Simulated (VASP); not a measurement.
Energy against volume of TiCo (CsCl type). Method: MS2 meta-GGA, VASP's PBE PAW potentials (set 64) (plane waves; VASP). Numerical set-up: 520 eV cut-off, 12×12×12 Γ-centred mesh, first-order Methfessel-Paxton smearing of 0.10 eV, potentials Ti_sv Co.

```csv
V (Å³/atom),E (eV/atom)
12.383,-11.55840
12.766,-11.56575
13.149,-11.55899
13.532,-11.54003
```

Q: Fit these four points and predict the energy of the run at 12.000 Å³/atom.

A: A cubic in V^(−2/3), the third-order Birch-Murnaghan form, passes through the four points with V0 = 12.76 Å³/atom and B0 = 196 GPa, and gives -11.5347 eV/atom there. The run gave -11.5347 eV/atom, +0.0 meV/atom from the fit; all five points give B0 = 196 GPa.

The compound is TiCo in the CsCl type structure. It was relaxed first. The run is not spin-polarised, so no magnetic state was tried.
